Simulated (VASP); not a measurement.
A convergence study with VASP on IrO2 (rutile): one setting is varied, all else stays as given below, so the limit is that of these other settings.

```yaml
crystal:
  lattice:
    - [4.50000, 0.00000, 0.00000]
    - [0.00000, 4.50000, 0.00000]
    - [0.00000, 0.00000, 3.15000]
  atoms:
    - { symbol: Ir, position: [0.00000, 0.00000, 0.00000] }
    - { symbol: Ir, position: [0.50000, 0.50000, 0.50000] }
    - { symbol: O, position: [0.30800, 0.30800, 0.00000] }
    - { symbol: O, position: [0.80800, 0.19200, 0.50000] }
    - { symbol: O, position: [0.19200, 0.80800, 0.50000] }
    - { symbol: O, position: [0.69200, 0.69200, 0.00000] }
```

Method: LDA (Ceperley-Alder, Perdew-Zunger), VASP's LDA PAW potentials (set 64) (plane waves; VASP). The tightest run used: 700 eV cut-off, 11×11×15 Monkhorst-Pack mesh, first-order Methfessel-Paxton smearing of 0.10 eV, potentials Ir O.

```
setting     E (eV/atom)  pressure (GPa)  irreducible k-points
----------  -----------  --------------  --------------------
1×1×1 mesh      -8.3587          -27.48                     1
1×1×2 mesh      -8.0844           -7.40                     1
2×2×3 mesh      -8.1486           -7.20                     2
```

Question: These are the cheaper rows. Estimate the results at 11×11×15 mesh, and how far the last row shown lies from them.

Answer: 
| quantity | tightest run | last row shown is off by |
|---|---|---|
| E (eV/atom) | -8.1343 | -0.0143 |
| pressure (GPa) | -6.69 | -0.50 |

Left out are rungs that failed or repeat a setting and relaxations that didn't move; long series are thinned to 24 rows.

The compound is IrO2 in the rutile structure. The cell was not relaxed at this level.
